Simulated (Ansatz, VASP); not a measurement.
# Cross-check of Ti (Titanium) between VASP and Ansatz

One calculation is typed for both programs; each brings its own data sets. How far apart do they land? The cell is taken from a series of runs on this material, whose earlier steps may have relaxed, scaled, displaced or heated it; both programs get it as it stands.

Main program and level: Ansatz 0.2.0; plane waves, with VASP 6.6.1 beside it; relaxation of cell and atoms at BLYP.

## (1) The structure

It takes space group P6_3/mmc (No. 194, hexagonal). Conventional cell: a = 2.950 Å, b = 2.950 Å, c = 4.680 Å, α = 90.00°, β = 90.00°, γ = 120.00°. Nearest to Ti lie 12 Ti at 2.89 to 2.95 Å.

## (2) VASP: relaxation of cell and atoms, BLYP

The relaxed volume is the usual yardstick between codes: in a stiff, nearly cubic crystal its relative difference is about their pressure difference at one cell divided by the bulk modulus.

Lines of VASP's logs that name or quote its potential files are left out, and so is its time.

The input, INCAR:

```
SYSTEM = Ti
PREC = Accurate
ENCUT = 500
EDIFF = 1E-07
NELM = 120
ISMEAR = 1
SIGMA = 0.25
LREAL = .FALSE.
ALGO = Normal
GGA = B5
ALDAX = 1
AGGAX = 1
AGGAC = 1
ALDAC = 0
NBANDS = 18
LASPH = .TRUE.
LORBIT = 11
LWAVE = .FALSE.
LCHARG = .FALSE.
ISIF = 3
IBRION = 2
NSW = 80
EDIFFG = -0.005
GGA_COMPAT = .FALSE.
NELMIN = 4
```

The input, POSCAR:

```
Ti
1.0
    2.9500000000      0.0000000000      0.0000000000
   -1.4750000000      2.5547750000      0.0000000000
    0.0000000000      0.0000000000      4.6800000000
Ti
2
Direct
    0.3333331376      0.6666666667      0.2500000000
    0.6666664710      0.3333333333      0.7500000000
```

The input, KPOINTS:

```
Automatic mesh
0
Gamma
24 24 14
0 0 0
```

PAW data sets: Ti_sv (PBE family, release 64).

Run with:

```bash
mpirun -np 1 vasp_std
```

Numbers of over 12 decimals in the logs are rounded to 6 here.

What it wrote:

```text
[banner, memory and clock lines left out]
running    1 mpi-ranks, on    1 nodes
 distrk:  each k-point on    1 cores,    1 groups
 distr:  one band on    1 cores,    1 groups

 POSCAR found type information on POSCAR Ti
 POSCAR found :  1 types and       2 ions
|                                                                             |
|               ----> ADVICE to this user running VASP <----                  |
|                                                                             |
|     You enforced a specific xc type in the INCAR file but a different       |
|     [... a line on the potential file left out ...]
|     I HOPE YOU KNOW WHAT YOU ARE DOING!                                     |
|                                                                             |

 LDA part: xc-table for (Slater(with rela. corr.)+VWN5), standard interpolation
 POSCAR, INCAR and KPOINTS ok, starting setup
 FFT: planning ... GRIDC
 FFT: planning ... GRID_SOFT
 FFT: planning ... GRID
 WAVECAR not read
 entering main loop
       N       E                     dE             d eps       ncg     rms          rms(c)
DAV:   1     0.257918598228E+03    0.25792E+03   -0.13024E+04 17600   0.162E+03
DAV:   2     0.145457947528E+02   -0.24337E+03   -0.24033E+03 17940   0.449E+02
DAV:   3    -0.140126812918E+02   -0.28558E+02   -0.28194E+02 33174   0.126E+02
DAV:   4    -0.152126918094E+02   -0.12000E+01   -0.11987E+01 20064   0.272E+01
DAV:   5    -0.152752452945E+02   -0.62553E-01   -0.62543E-01 27966   0.434E+00    0.112E+01
DAV:   6    -0.135164622973E+02    0.17588E+01   -0.70133E+00 20760   0.270E+01    0.286E+00
DAV:   7    -0.135183998747E+02   -0.19376E-02   -0.55955E-01 26696   0.556E+00    0.190E+00
DAV:   8    -0.135419486020E+02   -0.23549E-01   -0.16963E-01 19562   0.509E+00    0.674E-01
DAV:   9    -0.135351027894E+02    0.68458E-02   -0.34873E-02 20918   0.206E+00    0.502E-02
DAV:  10    -0.135353333866E+02   -0.23060E-03   -0.22762E-03 26490   0.330E-01    0.626E-02
DAV:  11    -0.135353372098E+02   -0.38231E-05   -0.10367E-04 21918   0.840E-02    0.269E-02
DAV:  12    -0.135353193543E+02    0.17855E-04   -0.21883E-05 20108   0.396E-02    0.305E-03
DAV:  13    -0.135353175309E+02    0.18234E-05   -0.93081E-07 20528   0.753E-03    0.299E-03
DAV:  14    -0.135353194601E+02   -0.19292E-05   -0.29024E-07 15578   0.483E-03    0.387E-04
DAV:  15    -0.135353194016E+02    0.58469E-07   -0.18921E-08 10216   0.122E-03
   1 F= -.13535319E+02 E0= -.13538081E+02  d E =-.135353E+02
[...]
2 F= -.13535750E+02 E0= -.13538610E+02  d E =-.430783E-03
[...]
3 F= -.13536005E+02 E0= -.13538828E+02  d E =-.685330E-03
[...]
4 F= -.13536005E+02 E0= -.13538826E+02  d E =-.685290E-03
[...]
5 F= -.13536004E+02 E0= -.13538824E+02  d E =-.684363E-03
[...]
6 F= -.13536034E+02 E0= -.13538855E+02  d E =-.298467E-04
 trial-energy change:   -0.000030  1 .order   -0.000029   -0.000040   -0.000019
 step:   1.6129(harm=  1.7610)  dis= 0.00000  next Energy=   -13.536041 (dE=-0.372E-04)
 bond charge predicted
       N       E                     dE             d eps       ncg     rms          rms(c)
DAV:   1    -0.135361215064E+02   -0.87946E-04   -0.41760E-03 18870   0.882E-01    0.678E-02
DAV:   2    -0.135360639141E+02    0.57592E-04   -0.24783E-04 17598   0.180E-01    0.329E-02
DAV:   3    -0.135360432861E+02    0.20628E-04   -0.60359E-05 25608   0.738E-02    0.343E-03
DAV:   4    -0.135360433765E+02   -0.90458E-07   -0.49657E-06 19970   0.297E-02    0.184E-03
DAV:   5    -0.135360434292E+02   -0.52664E-07   -0.19823E-07 17460   0.416E-03
   7 F= -.13536043E+02 E0= -.13538866E+02  d E =-.396648E-04
 curvature:  -0.86 expect dE=-0.661E-06 dE for cont linesearch -0.574E-06
 trial: gam=-0.10360 g(F)=  0.159E-39 g(S)=  0.769E-06 ort = 0.540E-05 (trialstep = 0.106E+01)
 search vector abs. value=  0.119E-06
 reached required accuracy - stopping structural energy minimisation
```

From OUTCAR (step 2):

```text
ion  position               nearest neighbor table
   1  0.333  0.667  0.250-   2 2.89   2 2.89   2 2.89   2 2.89   2 2.89   2 2.89
   2  0.667  0.333  0.750-   1 2.89   1 2.89   1 2.89   1 2.89   1 2.89   1 2.89

  LATTYP: Found a hexagonal cell.
 ALAT       =     2.9500000000
 C/A-ratio  =     1.5864406780

 Subroutine GETGRP returns: Found 24 space group operations
 (whereof 12 operations were pure point group operations)

The static configuration has the point symmetry D_3d.
 The point group associated with its full space group is D_6h.

 Found    488 irreducible k-points:

   k-points           NKPTS =    488   k-points in BZ     NKDIM =    488   number of bands    NBANDS=     18

   dimension x,y,z NGX =    24 NGY =   24 NGZ =   36
   dimension x,y,z NGXF=    48 NGYF=   48 NGZF=   72

   ENCUT  =  500.0 eV  36.75 Ry    6.06 a.u.   5.38  5.38  8.53*2*pi/ulx,y,z

   NELECT =      24.0000    total number of electrons

 k-points in reciprocal lattice and weights: Automatic mesh
   0.00000000  0.00000000  0.00000000       0.000
   0.04166667  0.00000000  0.00000000       0.001
   0.08333333  0.00000000  0.00000000       0.001
   0.12500000  0.00000000  0.00000000       0.001
   0.16666667 -0.00000000  0.00000000       0.001
   0.20833333  0.00000000  0.00000000       0.001
   0.25000000  0.00000000  0.00000000       0.001
   0.29166667 -0.00000000  0.00000000       0.001
   0.33333333  0.00000000  0.00000000       0.001
[...]
0.33333333  0.29166667  0.50000000       0.001
   0.33333333  0.33333333  0.50000000       0.000

 average (electrostatic) potential at core
       1 -72.2380       2 -72.2380

 E-fermi :   8.5528

 k-point     1 :       0.0000    0.0000    0.0000
  band No.  band energies     occupation
    ...
      6     -24.1947      2.00000
      7     -24.1594      2.00000
      8     -24.1594      2.00000
      9       2.5949      2.00000
     10       5.9519      2.00000
     11       9.2472     -0.00061
     12       9.2472     -0.00061
     13       9.3525     -0.00006
     14       9.4835     -0.00000
     15       9.7212     -0.00000
    ...

 k-point     2 :       0.0417    0.0000    0.0000
  band No.  band energies     occupation
    ...
      6     -24.1963      2.00000
      7     -24.1670      2.00000
      8     -24.1603      2.00000
      9       2.6429      2.00000
     10       5.9895      2.00000
     11       9.1279     -0.00539
     12       9.2804     -0.00031
     13       9.3675     -0.00004
     14       9.4533     -0.00000
     15       9.6977     -0.00000
    ...

 k-point     3 :       0.0833    0.0000    0.0000
  band No.  band energies     occupation
    ...
      6     -24.2009      2.00000
      7     -24.1894      2.00000
      8     -24.1631      2.00000
      9       2.7852      2.00000
     10       6.0987      2.00000
     11       8.9432     -0.04969
     12       9.0805     -0.01100
     13       9.3791     -0.00003
     14       9.5710     -0.00000
     15       9.6485     -0.00000
    ...

  Total        0.0032302      0.0032302     -0.0033158      0.0000000      0.0000000      0.0000000
  in kB        0.1456833      0.1456833     -0.1495407      0.0000000      0.0000000      0.0000000
  external PRESSURE =       0.0472753 kB  Pullay stress =       0.0000000 kB

  energy-cutoff  :      500.00
  volume of cell :       35.53
      direct lattice vectors                 reciprocal lattice vectors
     2.960011988  0.000000000 -0.000000000     0.337836470  0.195049972  0.000000000
    -1.480005994  2.563445636 -0.000000000    -0.000000000  0.390099944  0.000000000
    -0.000000000 -0.000000000  4.681842524    -0.000000000  0.000000000  0.213591122

 POSITION                                       TOTAL-FORCE (eV/Angst)
 -----------------------------------------------------------------------------------
     -0.00000      1.70896      1.17046        -0.000000      0.000000      0.000000
      1.48001      0.85448      3.51138         0.000000     -0.000000      0.000000
 -----------------------------------------------------------------------------------
    total drift:                                0.002173     -0.000011     -0.000000

  FREE ENERGIE OF THE ION-ELECTRON SYSTEM (eV)
  ---------------------------------------------------
  free  energy   TOTEN  =       -13.5360434292 eV

  energy  without entropy=      -13.5445106729  energy(sigma->0) =      -13.53886584

 reached required accuracy - stopping structural energy minimisation

 total charge
# of ion       s       p       d       tot
------------------------------------------
    1        2.247   6.110   1.925  10.281
    2        2.247   6.110   1.925  10.281
--------------------------------------------------
tot          4.494  12.220   3.849  20.563

[... 3 further parts left out ...]
```

## (3) Ansatz: relaxation of cell and atoms, BLYP

Ansatz runs on its default PAW (the set named soft_2) files.

The same cell, functional (in two slightly different forms), mesh and smearing now go to Ansatz, which takes its cutoff from its data sets.

The input, input.yaml:

```yaml
crystal:
  lattice:
    - [2.95, 0.0, 0.0]
    - [-1.475, 2.5547749412, 0.0]
    - [0.0, 0.0, 4.68]
  atoms:
    - { symbol: Ti, position: [0.3333333333, 0.6666666667, 0.25] }
    - { symbol: Ti, position: [0.6666666667, 0.3333333333, 0.75] }
kpoints:
  mp_grid: { grid: [24, 24, 14] }
hamiltonian:
  xc: blyp
scf:
  occupations: { method: methfessel_paxton, width: 0.25 }
output:
  forces: true
  stress: true
  eigenvalues: true
relax:
  adjacent_minimum: "off"
  f_tol: 0.005
  max_steps: 60
  cell: { stress_tol: 0.03 }
```

Run with:

```bash
ansatz run input.yaml --threads 4 --pin off --max-ram 16384MiB --backend cpu --events-out ev --progress --plain --runs-dir out
```

What it wrote:

```text
Engine: ansatz 0.2.0, aarch64-unknown-linux-gnu
Pseudopotentials: kind: paw
Pseudopotential: Ti, paw, valence charge 12, recommended cutoff 420 eV (normal), Ti.paw.azcp
Functional definition: BLYP
  parameter beta = 0.0042
  parameter a = 0.04918
  parameter b = 0.132
  parameter c = 0.2533
  parameter d = 0.349
  exchange = b88_x(beta = beta)
  correlation = lyp_c(a = a, b = b, c = c, d = d)
Crystal: 2 atoms, lattice volume = 35.271 Å³
Basis set: ecut = 420 eV, 687 PW (Γ), exchange–correlation on 40×40×64 points (8 copies of the dense FFT grid, shifted against one another)
Bands: 16, of which v1, the nominal top of the filled ones, is band 12 counted from 1 (11 counted from 0)
Symmetry: 24 space group operations
Space group: P63/mmc (ITA 194), of the structure as read, at distance tolerance 3.3e-5 Å
k-points: 488 of 8064
Non-local potential: Ti, projectors of the file, l = 0: 3, l = 1: 2, l = 2: 3, l = 3: 1
PAW form: soft (Blöchl's): semilocal exchange-correlation on the pseudo side does not see the compensation charge
PAW frozen core: Ti, regenerated for the run's functional, and the local potential with it (the file was generated under x = pbe(κ = 0.804, μ = 0.219515), c = pbe(β = 0.066725))
PAW one-centre angular grid: Ti, 590 points (default); XC on 64 Gauss nodes
Initial density: superposition of atomic densities (neutral atoms: chi_scale 0, normalization atom), corrected by the library's trained network
Initial wavefunctions: pseudopotential atomic-orbital guess
Functional: x = b88, c = lyp
SCF iter   1: F=—  HF=-5011.799530 eV  |F-HF|=—  |Δ(HF+E_count)|=         —  Δρ=1.25e-2  dr2=5.52e-2  ethr=1.77e-3  ⟨swp⟩=4.5  Hψ=67741  notcnv=0
automatic band count: the SCF goes on with 20 bands, as 16 were too few: the levels above may hold too much charge
preconditioner: auto → none  [metal: Δε(μ)=0.007 eV  Ē_g=3.899 eV  σ=0.250 eV  W_gap=0.02  n_scr=8 (ndim 8)  ℏωp=17.7 eV  f_vac=0.000  D(μ)=2.34/eV (n_scr^D=22)  sad-step TF]
SCF iter   2: F=—  HF=-5011.788867 eV  |F-HF|=—  |Δ(HF+E_count)|=   1.07e-2  S|Δr|=    0.00e0  Δρ=6.91e-3  dr2=1.83e-2  ethr=2.30e-4  ⟨swp⟩=1.0  Hψ=13664  notcnv=0
SCF iter   3: F=—  HF=-5011.785304 eV  |F-HF|=—  |Δ(HF+E_count)|=   3.56e-3  S|Δr|=    0.00e0  Δρ=6.50e-4  dr2=1.34e-4  ethr=7.63e-5  ⟨swp⟩=2.5  Hψ=13470  notcnv=0
SCF iter   4: F=—  HF=-5011.785363 eV  |F-HF|=—  |Δ(HF+E_count)|=   5.91e-5  S|Δr|=    0.00e0  Δρ=1.04e-4  dr2=1.64e-6  ethr=5.59e-7  ⟨swp⟩=2.2  Hψ=13513  notcnv=0
SCF iter   5: F=—  HF=-5011.785399 eV  |F-HF|=—  |Δ(HF+E_count)|=   3.59e-5  S|Δr|=    0.00e0  Δρ=2.89e-5  dr2=1.38e-7  ethr=4.17e-10  ⟨swp⟩=7.0  Hψ=41530  notcnv=0
SCF iter   6: F=-5011.785399 eV  HF=-5011.785399 eV  |F-HF|=5.03e-10  |Δ(HF+E_count)|=   2.89e-7  S|Δr|=    0.00e0  Δρ=4.65e-6  dr2=5.88e-9  ethr=4.17e-10  ⟨swp⟩=5.0  Hψ=36588  notcnv=0
SCF 1 converged in 6 iterations: F = -5011.785399 eV  dr2 = 5.88e-9
  greatest PAW one-centre occupation: 0.999 electrons in one spin orbital (limit 2), on the Ti atom at site 1 (counted from 0), in its partial waves of l = 0
relax step   1: F+E_penalty+E_count = -5011.78539891 eV  Δ(F+E_penalty+E_count) = +0.000e0 eV  max|allowed force component| = 5.551e-17 eV/Å  Δτ_max = 0.0000 Å  P = +0.850 GPa  Ω = 35.271 Å³  (6 SCF iters, dr2 threshold 1.00e-7 eV, accepted)
[...]
relax step   2: F+E_penalty+E_count = -5011.78502228 eV  Δ(F+E_penalty+E_count) = +3.766e-4 eV  max|allowed force component| = 4.718e-16 eV/Å  Δτ_max = 0.0000 Å  P = -1.016 GPa  Ω = 35.901 Å³  energy of the carried Pulay correction = -8.907e-5 eV  (4 SCF iters, dr2 threshold 2.00e-7 eV, rejected (line search))
[...]
relax step   3: F+E_penalty+E_count = -5011.78618062 eV  Δ(F+E_penalty+E_count) = -7.817e-4 eV  max|allowed force component| = 1.587e-16 eV/Å  Δτ_max = 0.0000 Å  P = -0.023 GPa  Ω = 35.560 Å³  energy of the carried Pulay correction = -4.112e-5 eV  (6 SCF iters, accepted)
[...]
relax step   4: F+E_penalty+E_count = -5011.78618464 eV  Δ(F+E_penalty+E_count) = -4.021e-6 eV  max|allowed force component| = 1.850e-17 eV/Å  Δτ_max = 0.0000 Å  P = -0.008 GPa  Ω = 35.555 Å³  energy of the carried Pulay correction = -4.048e-5 eV  (2 SCF iters, dr2 threshold 1.24e-8 eV, accepted)
[...]
relax step   5: F+E_penalty+E_count = -5011.78618593 eV  Δ(F+E_penalty+E_count) = -1.292e-6 eV  max|allowed force component| = 7.587e-16 eV/Å  Δτ_max = 0.0000 Å  P = -0.000 GPa  Ω = 35.553 Å³  energy of the carried Pulay correction = -4.017e-5 eV  (3 SCF iters, dr2 threshold 2.42e-9 eV, accepted)
[...]
relax step   6: F+E_penalty+E_count = -5011.78622701 eV  Δ(F+E_penalty+E_count) = -4.108e-5 eV  max|allowed force component| = 7.401e-16 eV/Å  Δτ_max = 0.0000 Å  P = +0.003 GPa  Ω = 35.553 Å³  stress off target by 3.84e-3 GPa  SCF on the basis re-selected at this cell (its energy is not comparable with the rows above)  (4 SCF iters)
basis re-selected at this cell: Δ(F+E_penalty+E_count) = -4.108e-5 eV, ΔP = +0.003 GPa vs the last step (what re-selecting the basis moved, of the pressure what is left beyond the Pulay correction that the steps carried, after the strain that the cell walked since its last selection, with what the two solves' SCF thresholds leave and, on support functions, any second-order correction that the steps lacked; it is no m [...]
SCF converged after 4 iterations
Stability not checked: this state was not tested for a lower state beside it, because cold or Methfessel-Paxton smearing, or corrected tetrahedra, fill the levels in a way that the test cannot read (fill_not_monotonic; see scf.lower_state_search)
Free energy (F): -5011.786227 eV
Harris-Foulkes:  -5011.786227 eV  (|F-HF|=3.09e-11)
Internal energy: -5011.794774 eV  (E = F + TS)
E sigma→0 (E₀):  -5011.788364 eV
Entropy (-TS):   0.008547 eV (4.273 meV/atom)
Fermi energy:    13.469340 eV
--- Per-component energies (eV) ---
  E_band       = -312.576700
  E_kinetic    = 544.697448
  E_local      = -1657.770397  (includes V_loc(G=0)·N_el)
  E_nonlocal   = 16.849399
  E_hartree    = 681.502102
  E_xc         = -190.740836
  E_vxc        = -238.578947  (∫ρ·V_xc dr)
  E_paw        = -2112.051674  (= ΣΔE_a)
  E_vpaw       = -340.778499  (= ΣTr[D̂ρ^β])
  E_aug_tail   = 0.000217  (compensation charges beyond the density's cutoff)
  E_ewald      = -2294.314902
  E_core_change = 0.033868  (= ΣΔE_core)
  E_smearing   = 0.008547  (= −TS)
  E_closure    = 0.000000  (closes the sum)
  Σ components = -5011.786227   (vs F -5011.786227, Δ=0.00e0)
--- Forces (eV/Å), atoms counted from 1 ---
  atom   1  Ti    -0.00000000     0.00000000     0.00000000
  atom   2  Ti    -0.00000000    -0.00000000    -0.00000000
  max |Σ_I F_I| component: 7.40e-17 eV/Å
--- Stress (GPa, compression-positive) ---
        0.003840       0.000000      -0.000000
        0.000000       0.003840       0.000000
       -0.000000       0.000000      -0.000015
  P = ⅓ Tr σ = 0.0026 GPa (0.026 kbar)
--- Band table (eV; the first three rows and the last of 488) ---
  k-point 0: bands = [... 8 lower, 7.4837, 10.8599, 14.1670, 14.1670, 14.2787, 14.3847, 14.6434, 14.6434, ... 4 higher]
  k-point 1: bands = [... 8 lower, 7.5263, 10.8423, 14.1441, 14.1441, 14.2557, 14.2976, 14.6201, 14.6201, ... 4 higher]
  k-point 2: bands = [... 8 lower, 7.6529, 10.7811, 14.0759, 14.0927, 14.0927, 14.1888, 14.5552, 14.5552, ... 4 higher]
  k-point 487: bands = [... 8 lower, 12.3152, 12.3152, 12.4146, 12.4146, 13.2523, 13.2523, 15.0536, 15.0536, ... 4 higher]
--- Relaxed structure (5 steps of the walk, 4 accepted, 1 SCFs on fresh bases) ---
  F+E_penalty+E_count = -5011.78622701 eV   max|allowed force component| = 7.401e-16 eV/Å   (the final SCF, on the basis selected at the relaxed cell)
  cell:  # Å, volume = 35.5530 Å³
    - [2.961329, 0, 0]
    - [-1.480665, 2.564586, 1.9533485585097546e-19]
    - [0, 3.5782687181031966e-19, 4.681365]
  atoms:
    - { symbol: Ti, position: [0.333333, 0.666667, 0.25] }
    - { symbol: Ti, position: [0.666667, 0.333333, 0.750000] }
```

In the SCF lines HF is the Harris–Foulkes energy and dr2 the Hartree energy of the density residual, in eV; the loop may stop once dr2 is under the threshold and the program's other checks hold. Hψ counts applications of the Hamiltonian.

## (4) Side by side

Known differences besides the potentials themselves: the cutoff is 420 eV in Ansatz and 500 eV in VASP; Ansatz makes its cores anew for this functional, VASP keeps those of its PBE data sets; VASP's log shows a relativistic correction to its local exchange, Ansatz's none; Ansatz adds a Pulay correction to the stress that steers its cell, VASP none. Total energies have different zeros and are not compared.

Compared:

```
                                         quantity  Ansatz   VASP  difference
                                      volume (Å³)   35.55  35.53     +0.08 %
edge a after relaxation, in the typed setting (Å)   2.961  2.960     +0.04 %
edge c after relaxation, in the typed setting (Å)   4.681  4.682     -0.01 %
```

## (5) Summary of results

* difference in volume (relaxation of cell and atoms, BLYP): 0.079 %

The difference in volume is 0.079 % (relaxation of cell and atoms, BLYP), within the 1.2 % picked in this series as the mark of a large difference, as far as the stopping tolerances let one tell. How closely two codes agree says nothing of how well the functional describes the real material.

[Lines on the potential files, build, host, timing and source positions are cut from VASP's logs without a mark.]

[Logs are printed without paths, hosts, clocks, repeated set-up lines and the standing remarks that a program may print on its own settings, such as how far it seeks lower states.]

[Hosts, paths, dates, database ids (printed as entryN), source tags and the programs' standing remarks are cut or masked in the printed files.]
